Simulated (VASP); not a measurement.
OSZICAR of a VASP run on NiAl (relaxed from the rock salt structure, space group Fm-3m):

### OSZICAR
```
...
DAV:  14    -0.952904612419E+01   -0.28900E-06   -0.63796E-06  2008   0.230E-02
   1 F= -.95290461E+01 E0= -.95280974E+01  d E =-.952905E+01  mag=     0.0005
       N       E                     dE             d eps       ncg     rms          rms(c)
DAV:   1    -0.471952227718E+02   -0.37666E+02   -0.35021E+02  2802   0.278E+02    0.630E+01
DAV:   2    -0.681059956926E+02   -0.20911E+02   -0.91838E+02  2464   0.533E+02    0.104E+02
DAV:   3    -0.195924623401E+02    0.48514E+02   -0.11194E+02  2743   0.133E+02    0.233E+01
DAV:   4    -0.109690907057E+02    0.86234E+01   -0.19963E+01  2794   0.830E+01    0.206E+01
DAV:   5    -0.103688324334E+02    0.60026E+00   -0.88257E+00  2880   0.437E+01    0.367E+00
DAV:   6    -0.102323552166E+02    0.13648E+00   -0.14347E+00  3049   0.181E+01    0.112E+00
DAV:   7    -0.102293872563E+02    0.29680E-02   -0.24121E-02  3134   0.236E+00    0.776E-01
DAV:   8    -0.102343311587E+02   -0.49439E-02   -0.16342E-02  2965   0.183E+00    0.752E-01
DAV:   9    -0.102287114262E+02    0.56197E-02   -0.34940E-02  2806   0.310E+00    0.891E-02
DAV:  10    -0.102287078807E+02    0.35455E-05   -0.39987E-04  3098   0.266E-01    0.578E-02
DAV:  11    -0.102287198058E+02   -0.11925E-04   -0.88915E-05  2987   0.139E-01    0.579E-02
DAV:  12    -0.102287060441E+02    0.13762E-04   -0.76949E-05  2764   0.143E-01    0.636E-03
DAV:  13    -0.102287059008E+02    0.14336E-06   -0.83931E-07  1341   0.840E-03
   2 F= -.10228706E+02 E0= -.10228120E+02  d E =-.699660E+00  mag=     0.0000
       N       E                     dE             d eps       ncg     rms          rms(c)
DAV:   1    -0.106397744494E+02   -0.41107E+00   -0.45142E+00  2674   0.391E+01    0.572E+00
DAV:   2    -0.111429903139E+02   -0.50322E+00   -0.12840E+01  2785   0.581E+01    0.818E+00
DAV:   3    -0.102606592612E+02    0.88233E+00   -0.60182E+00  2683   0.390E+01    0.125E+00
DAV:   4    -0.102479741752E+02    0.12685E-01   -0.50634E-02  2870   0.326E+00    0.484E-01
DAV:   5    -0.102454417032E+02    0.25325E-02   -0.42889E-03  3704   0.604E-01    0.914E-02
DAV:   6    -0.102454485020E+02   -0.67988E-05   -0.12862E-04  3361   0.104E-01    0.389E-02
DAV:   7    -0.102454557099E+02   -0.72079E-05   -0.30918E-06  2638   0.186E-02    0.453E-03
DAV:   8    -0.102454557711E+02   -0.61211E-07   -0.47604E-07  1319   0.106E-02
   3 F= -.10245456E+02 E0= -.10244915E+02  d E =-.716410E+00  mag=    -0.0000
       N       E                     dE             d eps       ncg     rms          rms(c)
DAV:   1    -0.102564444791E+02   -0.10989E-01   -0.12249E-01  2680   0.625E+00    0.100E+00
DAV:   2    -0.102770202342E+02   -0.20576E-01   -0.41807E-01  2758   0.104E+01    0.153E+00
DAV:   3    -0.102455174442E+02    0.31503E-01   -0.18968E-01  2728   0.703E+00    0.150E-01
DAV:   4    -0.102452616047E+02    0.25584E-03   -0.10543E-03  2593   0.354E-01    0.256E-02
DAV:   5    -0.102452590641E+02    0.25406E-05   -0.41688E-05  3702   0.708E-02    0.927E-03
DAV:   6    -0.102452604759E+02   -0.14117E-05   -0.10653E-06  1480   0.134E-02    0.197E-03
DAV:   7    -0.102452606679E+02   -0.19202E-06   -0.10053E-07  1277   0.378E-03
   4 F= -.10245261E+02 E0= -.10244722E+02  d E =-.716215E+00  mag=    -0.0000
       N       E                     dE             d eps       ncg     rms          rms(c)
DAV:   1    -0.102452835588E+02   -0.23083E-04   -0.81189E-05  2659   0.160E-01    0.265E-02
DAV:   2    -0.102452986077E+02   -0.15049E-04   -0.29461E-04  2758   0.275E-01    0.407E-02
DAV:   3    -0.102452761345E+02    0.22473E-04   -0.13108E-04  2752   0.187E-01    0.367E-03
DAV:   4    -0.102452759886E+02    0.14594E-06   -0.63152E-07  1232   0.769E-03
   5 F= -.10245276E+02 E0= -.10244737E+02  d E =-.153207E-04  mag=     0.0000
       N       E                     dE             d eps       ncg     rms          rms(c)
DAV:   1    -0.102453883664E+02   -0.11223E-03   -0.76202E-04  2680   0.491E-01    0.800E-02
DAV:   2    -0.102455236152E+02   -0.13525E-03   -0.26833E-03  2758   0.831E-01    0.123E-01
DAV:   3    -0.102453198192E+02    0.20380E-03   -0.11883E-03  2752   0.562E-01    0.109E-02
DAV:   4    -0.102453184886E+02    0.13306E-05   -0.62396E-06  2515   0.227E-02    0.257E-03
DAV:   5    -0.102453184201E+02    0.68494E-07   -0.36687E-07  1232   0.886E-03
   6 F= -.10245318E+02 E0= -.10244780E+02  d E =-.577522E-04  mag=     0.0000
       N       E                     dE             d eps       ncg     rms          rms(c)
DAV:   1    -0.102453189995E+02   -0.51083E-06   -0.26376E-07  1232   0.100E-02    0.131E-03
DAV:   2    -0.102453190399E+02   -0.40473E-07   -0.69097E-07  1232   0.136E-02
   7 F= -.10245319E+02 E0= -.10244780E+02  d E =-.619797E-06  mag=    -0.0000
       N       E                     dE             d eps       ncg     rms          rms(c)
DAV:   1    -0.102453209135E+02   -0.19140E-05   -0.30878E-06  1616   0.317E-02    0.367E-03
DAV:   2    -0.102453211994E+02   -0.28596E-06   -0.51927E-06  1936   0.375E-02
   8 F= -.10245321E+02 E0= -.10244782E+02  d E =-.277931E-05  mag=     0.0000
       N       E                     dE             d eps       ncg     rms          rms(c)
DAV:   1    -0.102453249749E+02   -0.40615E-05   -0.15772E-05  2158   0.695E-02    0.774E-03
DAV:   2    -0.102453262073E+02   -0.12323E-05   -0.23523E-05  2281   0.782E-02    0.114E-02
DAV:   3    -0.102453243822E+02    0.18250E-05   -0.10614E-05  2128   0.530E-02    0.129E-03
DAV:   4    -0.102453243614E+02    0.20834E-07   -0.71492E-08  1232   0.288E-03
   9 F= -.10245324E+02 E0= -.10244785E+02  d E =-.594128E-05  mag=    -0.0000
       N       E                     dE             d eps       ncg     rms          rms(c)
DAV:   1    -0.102453336494E+02   -0.92672E-05   -0.25349E-05  2572   0.898E-02    0.146E-02
DAV:   2    -0.102453382440E+02   -0.45946E-05   -0.88718E-05  2758   0.151E-01    0.223E-02
DAV:   3    -0.102453314422E+02    0.68019E-05   -0.39329E-05  2614   0.102E-01    0.198E-03
DAV:   4    -0.102453313983E+02    0.43835E-07   -0.19145E-07  1232   0.418E-03
  10 F= -.10245331E+02 E0= -.10244792E+02  d E =-.129782E-04  mag=     0.0000
       N       E                     dE             d eps       ncg     rms          rms(c)
DAV:   1    -0.102453541178E+02   -0.22676E-04   -0.10029E-04  2686   0.179E-01    0.291E-02
DAV:   2    -0.102453721191E+02   -0.18001E-04   -0.35356E-04  2758   0.302E-01    0.446E-02
DAV:   3    -0.102453451710E+02    0.26948E-04   -0.15672E-04  2752   0.204E-01    0.396E-03
DAV:   4    -0.102453449929E+02    0.17815E-06   -0.76127E-07  1232   0.833E-03
  11 F= -.10245345E+02 E0= -.10244806E+02  d E =-.265727E-04  mag=    -0.0000
       N       E                     dE             d eps       ncg     rms          rms(c)
DAV:   1    -0.102454070803E+02   -0.61909E-04   -0.40113E-04  2668   0.357E-01    0.581E-02
DAV:   2    -0.102454784335E+02   -0.71353E-04   -0.14141E-03  2758   0.603E-01    0.891E-02
DAV:   3    -0.102453709900E+02    0.10744E-03   -0.62616E-04  2752   0.408E-01    0.791E-03
DAV:   4    -0.102453702902E+02    0.69987E-06   -0.33052E-06  2477   0.166E-02
  12 F= -.10245370E+02 E0= -.10244831E+02  d E =-.518700E-04  mag=    -0.0000
       N       E                     dE             d eps       ncg     rms          rms(c)
DAV:   1    -0.102455597048E+02   -0.18871E-03   -0.15760E-03  2680   0.707E-01    0.116E-01
DAV:   2    -0.102458407251E+02   -0.28102E-03   -0.55996E-03  2758   0.120E+00    0.177E-01
DAV:   3    -0.102454160092E+02    0.42472E-03   -0.24760E-03  2752   0.812E-01    0.157E-02
DAV:   4    -0.102454132013E+02    0.28079E-05   -0.12984E-05  2530   0.325E-02    0.378E-03
DAV:   5    -0.102454130676E+02    0.13370E-06   -0.78845E-07  1241   0.130E-02
  13 F= -.10245413E+02 E0= -.10244874E+02  d E =-.946475E-04  mag=     0.0000
       N       E                     dE             d eps       ncg     rms          rms(c)
DAV:   1    -0.102460562734E+02   -0.64307E-03   -0.64379E-03  2680   0.143E+00    0.232E-01
DAV:   2    -0.102471770021E+02   -0.11207E-02   -0.22421E-02  2758   0.241E+00    0.354E-01
DAV:   3    -0.102454792507E+02    0.16978E-02   -0.98679E-03  2752   0.162E+00    0.311E-02
DAV:   4    -0.102454682010E+02    0.11050E-04   -0.51372E-05  2515   0.635E-02    0.796E-03
DAV:   5    -0.102454676713E+02    0.52973E-06   -0.35525E-06  1767   0.275E-02
  14 F= -.10245468E+02 E0= -.10244928E+02  d E =-.149251E-03  mag=     0.0000
       N       E                     dE             d eps       ncg     rms          rms(c)
DAV:   1    -0.102478100392E+02   -0.23418E-02   -0.25763E-02  2680   0.286E+00    0.463E-01
DAV:   2    -0.102522604292E+02   -0.44504E-02   -0.89540E-02  2758   0.481E+00    0.705E-01
DAV:   3    -0.102454970942E+02    0.67633E-02   -0.39049E-02  2752   0.325E+00    0.608E-02
DAV:   4    -0.102454547448E+02    0.42349E-04   -0.20229E-04  2503   0.121E-01    0.176E-02
DAV:   5    -0.102454522019E+02    0.25429E-05   -0.17561E-05  3134   0.597E-02    0.355E-03
DAV:   6    -0.102454521476E+02    0.54251E-07   -0.53427E-07  1463   0.892E-03
  15 F= -.10245452E+02 E0= -.10244911E+02  d E =-.133727E-03  mag=    -0.0000
       N       E                     dE             d eps       ncg     rms          rms(c)
DAV:   1    -0.102462941162E+02   -0.84191E-03   -0.88661E-03  2680   0.168E+00    0.271E-01
DAV:   2    -0.102478063845E+02   -0.15123E-02   -0.30562E-02  2758   0.281E+00    0.414E-01
DAV:   3    -0.102454983632E+02    0.23080E-02   -0.13627E-02  2746   0.190E+00    0.381E-02
DAV:   4    -0.102454812515E+02    0.17112E-04   -0.72667E-05  2542   0.834E-02    0.756E-03
DAV:   5    -0.102454809949E+02    0.25666E-06   -0.35578E-06  2070   0.253E-02
  16 F= -.10245481E+02 E0= -.10244941E+02  d E =-.162575E-03  mag=    -0.0000
```

Problem. Which electronic solver shows in the log?

Solution. It is blocked Davidson (ALGO = Normal, or the opening steps of other solvers). The INCAR had ALGO = Normal.

Problem. How was spin treated?

Solution. Collinear spin (ISPIN = 2): the summary line carries one mag value, 0.00 μB in the cell.

Problem. Can the final energy be trusted as converged?

Solution. Self-consistency was reached. It stopped with EDIFF = 1E-6, NELM = 100, NSW = 60 and EDIFFG = -0.01 after 16 ionic steps (PBEsol GGA, plane waves, VASP's PBE PAW potentials (set 64)). Energy and stress use the plane-wave basis of the starting cell.

The structure was generated: NiAl was put into the rock salt type (Fm-3m), which need not be its known phase. This run relaxes it. Symmetry was kept, so distortions that lower it aren't found.
